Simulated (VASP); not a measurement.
VASP runs on MnF₂ (space group P-3m1) share one base input (PBE GGA, plane waves, VASP's PBE PAW potentials (set 64)) and change the settings named in each case.

**KPOINTS**
```
kpoints
0
Gamma
8 8 5
0 0 0
```

POSCAR:
```
MnF2
1
    2.9540200000     0.0000000000     0.0000000000
   -1.4770100000     2.5582570000     0.0000000000
    0.0000000000     0.0000000000     4.7654480000
Mn F
1 2
Direct
  0.0000000000   0.0000000000   0.0000000000
  0.3333330000   0.6666670000   0.2520000000
  0.6666670000   0.3333330000   0.7480000000
```

### INCAR
```
LASPH = .TRUE.
LWAVE = .FALSE.
LREAL = .FALSE.
EDIFF = 1E-6   # SCF stop (eV)
ISIF = 2   # forces and stress, cell fixed
ISMEAR = 0   # Gaussian
ENCUT = 400
LCHARG = .FALSE.
ALGO = Normal   # blocked Davidson
NELM = 100   # most electronic steps
ISPIN = 2
LMAXMIX = 4
SYSTEM = MnF2
LORBIT = 11
MAGMOM = 4.0 2*0.0
PREC = Accurate
SIGMA = 0.1   # width (eV)
GGA = PE   # PBE
```

POTCAR, in this order: Mn_pv F (PBE.64 set). Program: vasp_std.

```tsv
change	E(σ→0) (eV/atom)	pressure (GPa)	largest force (eV/Å)
base run	-6.2718	4.02	0.172
GGA = PS	-6.5358	-1.18	0.436
KPOINTS 2×2×2 Γ-centred mesh	-6.1704	7.12	0.317
LDAU = .TRUE., LDAUJ = 0 0, LDAUL = 2 -1, LDAUTYPE = 2, LDAUU = 7.0 0	-5.8225	6.44	0.203
```
 Energies of different potentials or functionals have different zeros.  The moments were started parallel, and other spin orders were not tried in this run. At 400 eV the pressure can carry a Pulay error.

Left out are runs that ran out of time, are held back, or changed the cell or the kind of run, fixed moments of cells without a moment, rows past the twelfth, gaps on odd meshes, pressures of charged cells and columns that move by less than the noise.

The structure was generated: MnF2 was put into an ordered model structure, which need not be its known phase. The cell was not relaxed at this level, forces remain on its atoms.
